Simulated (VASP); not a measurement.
VASP ran on this input.

INCAR:
```
SYSTEM=BaO
PREC=Accurate; ENCUT=520; LREAL=.FALSE.
LASPH=.TRUE.
EDIFF=1E-6; NELM=100; ALGO=Normal
LMAXMIX=4
ISMEAR=0; SIGMA=0.05
GGA=PE
IBRION=2; NSW=60; ISIF=3
EDIFFG=-0.01
LWAVE=.FALSE.; LCHARG=.FALSE.
```

### POSCAR
```
BaO
1.0
  0.0000000000   2.8069956396   2.8069956396
  2.8069956396   0.0000000000   2.8069956396
  2.8069956396   2.8069956396   0.0000000000
Ba O
1 1
Cart
  0.0000000000   0.0000000000   0.0000000000
  2.8069956396   2.8069956396   2.8069956396
```

**KPOINTS**
```
Automatic
0
G
 7 7 7
0 0 0
```

POTCAR, in this order: Ba_sv O (PBE.64 set). Program: vasp_std.

Translate this PBE calculation to Quantum ESPRESSO's pw.x.

One equivalent input (not run):
```
&CONTROL
  calculation = 'vc-relax'
  pseudo_dir = './pseudo'
  outdir = './out'
  tprnfor = .true.
  tstress = .true.
  nstep = 60
  forc_conv_thr = 0.00039
/
&SYSTEM
  ibrav = 0
  nat = 2
  ntyp = 2
  ecutwfc = 84
  occupations = 'smearing'
  smearing = 'gaussian'
  degauss = 0.003675
  input_dft = 'pbe'
/
&ELECTRONS
  conv_thr = 7.3e-08
  electron_maxstep = 100
/
&IONS
/
&CELL
/
ATOMIC_SPECIES
  Ba 137.327 Ba.upf
  O 15.999 O.upf
CELL_PARAMETERS angstrom
     0.0000000    2.8069956    2.8069956
     2.8069956    0.0000000    2.8069956
     2.8069956    2.8069956    0.0000000
ATOMIC_POSITIONS crystal
  Ba   0.0000000  0.0000000  0.0000000
  O    0.5000000  0.5000000  0.5000000
K_POINTS automatic
  7 7 7 0 0 0
```
The two are equivalent in intent, not identical: the potentials are each code's own (VASP's PAW set, PseudoDojo norm-conserving files in pw.x), so ENCUT and ecutwfc are chosen apart and not converted; conv_thr bounds pw.x's estimated SCF error, while EDIFF bounds the energy change between steps; forc_conv_thr acts on force components and is met together with etot_conv_thr.

The compound is BaO in the rock salt structure. It was relaxed first. The start is the result of an earlier pass.
